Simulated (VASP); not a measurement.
An input for Quantum ESPRESSO's pw.x (written as the equivalent of a VASP run, and not itself run):

```
&CONTROL
  calculation = 'scf'
  pseudo_dir = './pseudo'
  outdir = './out'
  tprnfor = .true.
  tstress = .true.
/
&SYSTEM
  ibrav = 0
  nat = 2
  ntyp = 2
  ecutwfc = 92
  occupations = 'smearing'
  smearing = 'gaussian'
  degauss = 0.003675
  input_dft = 'revpbe'
/
&ELECTRONS
  conv_thr = 7.3e-08
  electron_maxstep = 100
/
ATOMIC_SPECIES
  Cu 63.546 Cu.upf
  Cl 35.450 Cl.upf
CELL_PARAMETERS angstrom
     0.0000000    2.7467880    2.6747690
     2.7737860    0.0000000    2.6747690
     2.7737860    2.7467880    0.0000000
ATOMIC_POSITIONS crystal
  Cu   0.0000000  0.0000000  0.0000000
  Cl   0.2360830  0.2639170  0.2639170
K_POINTS automatic
  8 8 8 0 0 0
```

**Question.** Translate this input to VASP (INCAR, KPOINTS, POSCAR, choice of POTCAR).

**Answer.** One answer among several that fit: 
POSCAR:
```
CuCl
1
    0.0000000000     2.7467880000     2.6747690000
    2.7737860000     0.0000000000     2.6747690000
    2.7737860000     2.7467880000     0.0000000000
Cu Cl
1 1
Direct
  0.0000000000   0.0000000000   0.0000000000
  0.2360830000   0.2639170000   0.2639170000
```

### INCAR
```
SYSTEM = CuCl
PREC = Accurate
ENCUT = 400
EDIFF = 1E-6
NELM = 100
ALGO = Normal
LREAL = .FALSE.
LASPH = .TRUE.
ISMEAR = 0
SIGMA = 0.05
GGA = RE
LMAXMIX = 4
LWAVE = .FALSE.
LCHARG = .FALSE.
ISIF = 2
```

**KPOINTS**
```
Automatic mesh
0
Gamma
8 8 8
0 0 0
```

POTCAR, in this order: Cu Cl (PBE.64 set). Program: vasp_std.

What does not carry over: the potentials are each code's own (VASP's PAW set, PseudoDojo norm-conserving files in pw.x), so ENCUT and ecutwfc are chosen apart and not converted; conv_thr bounds pw.x's estimated SCF error, while EDIFF bounds the energy change between steps.

The compound is CuCl in the zinc blende structure. The cell was not relaxed at this level, atoms are displaced from their ideal sites. The run is one of a series of settings (GGA = RE against the base run), some of them coarse on purpose.
